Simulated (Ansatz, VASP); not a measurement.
# Two plane-wave programs on MgBe2S3

```
Mg Be S
1.0
     2.21939   -7.32428    0.00000
     2.21939    7.32428    0.00000
     0.00000    0.00000    3.09969
Mg Be S
1 2 3
Cartesian
  0.0000 0.0000 0.0000
  1.1097 -3.6621 1.5498
  1.1097 3.6621 1.5498
  2.2194 -4.7267 0.0000
  2.2194 4.7267 0.0000
  2.2194 0.0000 1.5498
```

Change from the starting cell: species swapped into the LaAl2Cu3 type (Cmmm, No. 65).

Alike in both runs: functional PBE; k mesh 4 × 4 × 4; occupations gaussian, width 0.1 eV; no spin polarisation.

Ansatz relaxed the structure, and its values are those at the end. VASP's run is a single point on that final structure, the one shown.

|  | VASP | Ansatz |
| --- | --- | --- |
| version | VASP 6.6.1 | Ansatz 0.2.0 |
| potentials or method | VASP PAW PBE potentials, release 64 (Mg, Be, S) | scalar-relativistic, plane waves, PAW |
| plane-wave cutoff (eV) | 520 | 420 |
| valence electrons in the cell | 24 | 32 |

```csv
,VASP,Ansatz,Ansatz less VASP
gap on the k mesh at the Fermi level (eV),none,none,-
pressure (GPa),-0.2,-0.1,+0.11
rms of the force components (eV/Å),0.006,0.003,-0.0031
```

A gap of «none» marks a metal or a gap that the smearing closes. The functional is the same, so the differences come from potentials, cutoffs and numerics. The two sets of potentials don't hold the same shells in valence.

Caveats: the k mesh is coarse (spacing up to 0.51 Å⁻¹), so the values aren't converged.
